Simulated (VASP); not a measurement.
An input for Quantum ESPRESSO's pw.x (written as the equivalent of a VASP run, and not itself run):

```
&CONTROL
  calculation = 'vc-relax'
  pseudo_dir = './pseudo'
  outdir = './out'
  tprnfor = .true.
  tstress = .true.
  nstep = 40
  forc_conv_thr = 0.00078
/
&SYSTEM
  ibrav = 0
  nat = 8
  ntyp = 2
  ecutwfc = 90
  occupations = 'smearing'
  smearing = 'gaussian'
  degauss = 0.003675
  input_dft = 'pbesol'
/
&ELECTRONS
  conv_thr = 7.3e-08
  electron_maxstep = 100
/
&IONS
/
&CELL
  press = 450
/
ATOMIC_SPECIES
  Fe 55.845 Fe.upf
  Si 28.085 Si.upf
CELL_PARAMETERS angstrom
     4.2097011    0.0000000    0.0000000
     0.0000000    4.2097011    0.0000000
     0.0000000   -0.0000000    4.2097011
ATOMIC_POSITIONS crystal
  Fe   0.8583969  0.6416031  0.3583969
  Fe   0.3583969  0.8583969  0.6416031
  Fe   0.1416031  0.1416031  0.1416031
  Fe   0.6416031  0.3583969  0.8583969
  Si   0.1569305  0.3430695  0.6569305
  Si   0.6569305  0.1569305  0.3430695
  Si   0.8430695  0.8430695  0.8430695
  Si   0.3430695  0.6569305  0.1569305
K_POINTS automatic
  5 5 5 0 0 0
```

Task: Write the VASP files for the same calculation (PBEsol).

Result: This is not unique; one that fits is 
POSCAR:
```
FeSi
1
    4.2097010588     0.0000000000     0.0000000000
    0.0000000000     4.2097010588     0.0000000000
    0.0000000000    -0.0000000000     4.2097010588
Fe Si
4 4
Direct
  0.8583968721   0.6416031279   0.3583968721
  0.3583968721   0.8583968721   0.6416031279
  0.1416031279   0.1416031279   0.1416031279
  0.6416031279   0.3583968721   0.8583968721
  0.1569305003   0.3430694997   0.6569305003
  0.6569305003   0.1569305003   0.3430694997
  0.8430694997   0.8430694997   0.8430694997
  0.3430694997   0.6569305003   0.1569305003
```

**KPOINTS**
```
Regular mesh
0
Gamma
  5 5 5
0 0 0
```

INCAR:
```
ALGO = Normal
EDIFF = 1E-6
EDIFFG = -0.02
ENCUT = 500
GGA = PS
IBRION = 2
ISIF = 3
ISMEAR = 0
LASPH = .TRUE.
LCHARG = .FALSE.
LMAXMIX = 4
LREAL = .FALSE.
LWAVE = .FALSE.
NELM = 100
NSW = 40
PREC = Accurate
PSTRESS = 450
SIGMA = 0.05
SYSTEM = FeSi
```

POTCAR, in this order: Fe Si (PBE.64 set). Program: vasp_std.

What does not carry over: the potentials are each code's own (VASP's PAW set, PseudoDojo norm-conserving files in pw.x), so ENCUT and ecutwfc are chosen apart and not converted; conv_thr bounds pw.x's estimated SCF error, while EDIFF bounds the energy change between steps; forc_conv_thr acts on force components and is met together with etot_conv_thr.

The compound is FeSi in the B20 structure. It was relaxed first under an external pressure of 45 GPa.
